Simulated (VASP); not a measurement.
**IrO2 (space group P4_2/mnm): computed properties**

Level of theory: PBEsol GGA, VASP's PBE PAW potentials (set 64) (plane waves; VASP).

```yaml
space_group: P4_2/mnm (136)
cell: a = b = 4.483 Å, c = 3.164 Å, α = β = γ = 90.00°
volume_per_atom: 10.60 Å^3/atom
band gap (over mesh and band path): none (metal, semimetal or under 0.01 eV)
density: 11.71 g/cm³
```

```xyz
6
Lattice="4.4834 0.0000 0.0000 0.0000 4.4834 0.0000 0.0000 0.0000 3.1636" Properties=species:S:1:pos:R:3 pbc="T T T"
Ir     4.4834     4.4834     0.0000
Ir     2.2417     2.2417     1.5818
O      1.3843     1.3843     0.0000
O      0.8574     3.6260     1.5818
O      3.0991     3.0991     0.0000
O      3.6260     0.8574     1.5818
```

Unless said otherwise, spin-orbit coupling is left out, though it shifts the bands of the heavy elements here.

The structure comes from a measured IrO2 entry (P4_2/mnm) of the Crystallography Open Database, whose conditions weren't checked. It was relaxed first. Symmetry was kept, so distortions that lower it aren't found.
